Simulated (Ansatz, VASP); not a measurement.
# Cross-check of AlBSb2 (CuAu-ordered zincblende type (invented)) between VASP and Ansatz, part 2 of 2

Wanted: the spread between two codes on one cell, functional and k mesh. The cell is generated by rule, not measured, and may not be a known phase. The cell is taken from a series of runs on this material, whose earlier steps may have relaxed, scaled, displaced or heated it; both programs get it as it stands.

VASP 6.6.1 and Ansatz 0.2.0.

So far: The starting structure; VASP: relaxation of cell and atoms, PBEsol.

**3. Ansatz: relaxation of cell and atoms, PBEsol**

Level of this step: Ansatz beside VASP: Kohn-Sham DFT, plane waves, PBEsol (Ansatz).

Ansatz runs on its default PAW (the set named soft_2) files.

The same cell, functional, mesh and smearing now go to Ansatz, which takes its cutoff from its data sets.

input.yaml reads:

```yaml
crystal:
  lattice:
    - [3.9786676869, 0.0, 0.0]
    - [0.0, 3.9786676869, 0.0]
    - [0.0, 0.0, 5.8627712313]
  atoms:
    - { symbol: B, position: [0.0, 0.0, 0.0] }
    - { symbol: Al, position: [0.5, 0.5, 0.5] }
    - { symbol: Sb, position: [0.0, 0.5, 0.21271298] }
    - { symbol: Sb, position: [0.5, 0.0, 0.78728702] }
kpoints:
  mp_grid: { grid: [10, 10, 8] }
hamiltonian:
  xc: pbesol
scf:
  occupations: { method: gaussian, width: 0.1 }
output:
  forces: true
  stress: true
  eigenvalues: true
relax:
  adjacent_minimum: "off"
  f_tol: 0.005
  max_steps: 80
  cell: { stress_tol: 0.05 }
```

Launch:

```
ansatz run input.yaml --threads 2 --pin off --max-ram 5120MiB --backend cpu --events-out ev --progress --plain --runs-dir out
```

Numbers of over 12 decimals in the logs are rounded to 6 here.

What it wrote:

```text
Engine: ansatz 0.2.0, x86_64-unknown-linux-gnu
Pseudopotentials: kind: paw
Pseudopotential: B, paw, valence charge 3, recommended cutoff 420 eV (normal), B.paw.azcp
Pseudopotential: Al, paw, valence charge 3, recommended cutoff 420 eV (normal), Al.paw.azcp
Pseudopotential: Sb, paw, valence charge 15, recommended cutoff 420 eV (normal), Sb.paw.azcp
Functional definition: PBEsol
  exchange = pbesol_x
  correlation = pbesol_c
Crystal: 4 atoms, lattice volume = 92.806 Å³
Basis set: ecut = 420 eV, 1819 PW (Γ), exchange–correlation on 54×54×80 points (8 copies of the dense FFT grid, shifted against one another)
Bands: 22, of which v1, the nominal top of the filled ones, is band 18 counted from 1 (17 counted from 0)
Symmetry: 8 space group operations
Space group: P-4m2 (ITA 115), of the structure as read, at distance tolerance 4.5e-5 Å
k-points: 105 of 800 (time reversal used)
Non-local potential: B, projectors of the file, l = 0: 2, l = 1: 2, l = 2: 1
Non-local potential: Al, projectors of the file, l = 0: 2, l = 1: 2, l = 2: 1
Non-local potential: Sb, projectors of the file, l = 0: 2, l = 1: 2, l = 2: 2, l = 3: 2
PAW form: soft (Blöchl's): semilocal exchange-correlation on the pseudo side does not see the compensation charge
PAW frozen core: B, regenerated for the run's functional, and the local potential with it (the file was generated under x = pbe(κ = 0.804, μ = 0.219515), c = pbe(β = 0.066725))
PAW frozen core: Al, regenerated for the run's functional, and the local potential with it (the file was generated under x = pbe(κ = 0.804, μ = 0.219515), c = pbe(β = 0.066725))
PAW frozen core: Sb, regenerated for the run's functional, and the local potential with it (the file was generated under x = pbe(κ = 0.804, μ = 0.219515), c = pbe(β = 0.066725))
PAW one-centre angular grid: B, 110 points (default); XC on 64 Gauss nodes
PAW one-centre angular grid: Al, 110 points (default); XC on 64 Gauss nodes
PAW one-centre angular grid: Sb, 590 points (default); XC on 64 Gauss nodes
Initial density: superposition of atomic densities (neutral atoms: chi_scale 0, normalization atom), corrected by the library's trained network
Initial wavefunctions: pseudopotential atomic-orbital guess
Functional: x = pbesol(κ = 0.804, μ = 0.123457), c = pbesol(β = 0.046)
SCF iter   1: F=—  HF=-13492.191259 eV  |F-HF|=—  |Δ(HF+E_count)|=         —  Δρ=6.22e-3  dr2=8.93e-2  ethr=1.77e-3  ⟨swp⟩=6.3  Hψ=11689  notcnv=0
preconditioner: auto → Resta (q_TF=auto, 2.330 Å⁻¹)  ε∞=4.9  [insulator: Δε(μ)=0.111 eV  Ē_g=7.814 eV  σ=0.100 eV  W_gap=0.55  n_scr=20 (ndim 8)  ℏωp=15.4 eV  f_vac=0.006  D(μ)=0.08/eV (n_scr^D=0)  ε∞_Penn≈4.9]
SCF iter   2: F=—  HF=-13492.169810 eV  |F-HF|=—  |Δ(HF+E_count)|=   2.14e-2  Δρ=1.91e-3  dr2=5.20e-3  ethr=2.48e-4  ⟨swp⟩=1.6  Hψ=3289  notcnv=0
preconditioner: auto → Kerker (q_TF=auto, 2.330 Å⁻¹)  [metal: Δε(μ)=0.068 eV  Ē_g=7.811 eV  σ=0.100 eV  W_gap=0.36  n_scr=20 (ndim 8)  ℏωp=15.4 eV  f_vac=0.005  D(μ)=0.10/eV (n_scr^D=0)]
SCF iter   3: F=—  HF=-13492.168759 eV  |F-HF|=—  |Δ(HF+E_count)|=   1.05e-3  Δρ=6.40e-4  dr2=5.57e-4  ethr=1.45e-5  ⟨swp⟩=2.9  Hψ=4149  notcnv=0
SCF iter   4: F=—  HF=-13492.168771 eV  |F-HF|=—  |Δ(HF+E_count)|=   1.26e-5  Δρ=2.82e-4  dr2=1.63e-4  ethr=1.55e-6  ⟨swp⟩=1.0  Hψ=2310  notcnv=0
SCF iter   5: F=—  HF=-13492.168793 eV  |F-HF|=—  |Δ(HF+E_count)|=   2.17e-5  Δρ=8.35e-5  dr2=9.92e-6  ethr=4.52e-7  ⟨swp⟩=2.0  Hψ=2934  notcnv=0
SCF iter   6: F=—  HF=-13492.168816 eV  |F-HF|=—  |Δ(HF+E_count)|=   2.36e-5  Δρ=2.00e-5  dr2=5.66e-7  ethr=2.76e-8  ⟨swp⟩=2.0  Hψ=3152  notcnv=0
SCF iter   7: F=-13492.168817 eV  HF=-13492.168817 eV  |F-HF|=8.70e-9  |Δ(HF+E_count)|=   2.99e-7  Δρ=5.04e-6  dr2=4.11e-8  ethr=2.78e-10  ⟨swp⟩=6.9  Hψ=10635  notcnv=0
SCF 1 converged in 7 iterations: F = -13492.168817 eV  dr2 = 4.11e-8
  greatest PAW one-centre occupation: 0.996 electrons in one spin orbital (limit 2), on the Sb atom at site 3 (counted from 0), in its partial waves of l = 2
relax step   1: F+E_penalty+E_count = -13492.16881668 eV  Δ(F+E_penalty+E_count) = +0.000e0 eV  max|allowed force component| = 4.604e-3 eV/Å  Δτ_max = 0.0000 Å  P = +0.014 GPa  Ω = 92.806 Å³  (7 SCF iters, dr2 threshold 1.00e-7 eV, accepted)
[...]
relax step   2: F+E_penalty+E_count = -13492.16883612 eV  Δ(F+E_penalty+E_count) = -1.944e-5 eV  max|allowed force component| = 2.657e-2 eV/Å  Δτ_max = 0.0018 Å  P = -0.012 GPa  Ω = 92.820 Å³  energy of the carried Pulay correction = -4.219e-6 eV  (5 SCF iters, dr2 threshold 6.72e-8 eV, accepted)
[...]
relax step   3: F+E_penalty+E_count = -13492.16893245 eV  Δ(F+E_penalty+E_count) = -9.633e-5 eV  max|allowed force component| = 6.577e-3 eV/Å  Δτ_max = 0.0021 Å  P = -0.017 GPa  Ω = 92.828 Å³  energy of the carried Pulay correction = -7.255e-6 eV  (4 SCF iters, dr2 threshold 4.41e-8 eV, accepted)
[...]
relax step   4: F+E_penalty+E_count = -13492.16894135 eV  Δ(F+E_penalty+E_count) = -8.902e-6 eV  max|allowed force component| = 5.421e-4 eV/Å  Δτ_max = 0.0004 Å  P = -0.005 GPa  Ω = 92.814 Å³  energy of the carried Pulay correction = -2.464e-6 eV  (4 SCF iters, dr2 threshold 2.70e-9 eV, accepted)
[...]
relax step   5: F+E_penalty+E_count = -13492.16893857 eV  Δ(F+E_penalty+E_count) = +2.785e-6 eV  max|allowed force component| = 5.436e-4 eV/Å  Δτ_max = 0.0000 Å  P = -0.005 GPa  Ω = 92.814 Å³  stress off target by 6.15e-3 GPa  SCF on the basis re-selected at this cell (its energy is not comparable with the rows above)  (6 SCF iters)
basis re-selected at this cell: Δ(F+E_penalty+E_count) = +2.785e-6 eV, ΔP = +0.000 GPa vs the last step (what re-selecting the basis moved, of the pressure what is left beyond the Pulay correction that the steps carried, after the strain that the cell walked since its last selection, with what the two solves' SCF thresholds leave and, on support functions, any second-order correction that the steps lacked; it is no m [...]
SCF converged after 6 iterations
Free energy (F): -13492.168939 eV
Harris-Foulkes:  -13492.168939 eV  (|F-HF|=2.18e-11)
Internal energy: -13492.168420 eV  (E = F + TS)
E sigma→0 (E₀):  -13492.168679 eV
Entropy (-TS):   -0.000519 eV (-0.130 meV/atom)
Fermi energy:    8.445707 eV
--- Per-component energies (eV) ---
  E_band       = -366.136041
  E_kinetic    = 483.291528
  E_local      = -3645.935564  (includes V_loc(G=0)·N_el)
  E_nonlocal   = 754.618847
  E_hartree    = 1651.392149
  E_xc         = -344.327700
  E_vxc        = -258.108470  (∫ρ·V_xc dr)
  E_paw        = -9534.192009  (= ΣΔE_a)
  E_vpaw       = -1002.786371  (= ΣTr[D̂ρ^β])
  E_aug_tail   = -0.000008  (compensation charges beyond the density's cutoff)
  E_ewald      = -2857.713226
  E_core_change = 0.697564  (= ΣΔE_core)
  E_smearing   = -0.000519  (= −TS)
  E_closure    = -0.000000  (closes the sum)
  Σ components = -13492.168939   (vs F -13492.168939, Δ=0.00e0)
--- Forces (eV/Å), atoms counted from 1 ---
  atom   1  B      0.00000000     0.00000000     0.00000000
  atom   2  Al     0.00000000     0.00000000     0.00000000
  atom   3  Sb    -0.00000000    -0.00000000     0.00054360
  atom   4  Sb     0.00000000    -0.00000000    -0.00054360
  max |Σ_I F_I| component: 5.55e-17 eV/Å
--- Stress (GPa, compression-positive) ---
       -0.003728       0.000000      -0.000000
        0.000000      -0.003728      -0.000000
       -0.000000      -0.000000      -0.006148
  P = ⅓ Tr σ = -0.0045 GPa (-0.045 kbar)
--- Band table (eV; the first three rows and the last of 105) ---
  k-point 0: bands = [... 14 lower, 5.0085, 7.9726, 8.3555, 8.4247, 8.4247, 8.9409, 10.7481, 10.8034]
  k-point 1: bands = [... 14 lower, 5.0467, 7.3599, 8.2109, 8.2109, 8.6070, 9.0321, 10.6958, 11.0956]
  k-point 2: bands = [... 14 lower, 5.1492, 6.4024, 7.7873, 7.7873, 8.7434, 9.2320, 10.5864, 11.7493]
  k-point 104: bands = [... 14 lower, 3.9925, 4.1698, 4.4314, 4.4314, 11.4305, 11.5376, 11.5376, 12.4312]
--- Relaxed structure (4 steps of the walk, 4 accepted, 1 SCFs on fresh bases) ---
  F+E_penalty+E_count = -13492.16893857 eV   max|allowed force component| = 5.436e-4 eV/Å   (the final SCF, on the basis selected at the relaxed cell)
  cell:  # Å, volume = 92.8143 Å³
    - [3.974858, 0.0, 0]
    - [0.0, 3.974858, 0.0]
    - [0, 0.0, 5.874508]
  atoms:
    - { symbol: B, position: [0, 0.0, 0] }
    - { symbol: Al, position: [0.5, 0.5, 0.500000] }
    - { symbol: Sb, position: [0, 0.5, 0.212730] }
    - { symbol: Sb, position: [0.5, 0.0, 0.787270] }
```

In the SCF lines HF is the Harris–Foulkes energy and dr2 the Hartree energy of the density residual, in eV; the loop may stop once dr2 is under the threshold and the program's other checks hold. Hψ counts applications of the Hamiltonian.

**4. Side by side**

Known differences besides the potentials themselves: the data sets hold 36 valence electrons in Ansatz (on its default PAW (the set named soft_2) files) and 16 in VASP; the cutoff is 420 eV in Ansatz and 500 eV in VASP; Ansatz makes its cores anew for this functional, VASP keeps those of its PBE data sets; Ansatz adds a Pulay correction to the stress that steers its cell, VASP none. Total energies have different zeros and are not compared.

The two programs side by side:

| quantity | Ansatz | VASP | difference |
| --- | --- | --- | --- |
| volume (Å³) | 92.81 | 93.37 | -0.60 % |
| edge a after relaxation, in the typed setting (Å) | 3.975 | 3.984 | -0.23 % |
| edge c after relaxation, in the typed setting (Å) | 5.875 | 5.883 | -0.14 % |

**5. Summary of results**

| Quantity | Value |
| --- | --- |
| difference in volume (relaxation of cell and atoms, PBEsol) | -0.60 % |

What this shows: The difference in volume is -0.60 % (relaxation of cell and atoms, PBEsol), within the 1.2 % picked in this series as the mark of a large difference, as far as the stopping tolerances let one tell. The data sets hold unlike numbers of valence electrons (36 in Ansatz and 16 in VASP), so part of the differences comes from the potentials. 1 further run of this series is not shown here. Such differences can come from data sets, numerical settings and the points named under the comparisons, not from the functional's error against experiment.

[Lines on the potential files, build, host, timing and source positions are cut from VASP's logs without a mark.]

[Logs are printed without paths, hosts, clocks, repeated set-up lines and the standing remarks that a program may print on its own settings, such as how far it seeks lower states.]

[Hosts, paths, dates, database ids (printed as entryN), source tags and the programs' standing remarks are cut or masked in the printed files.]
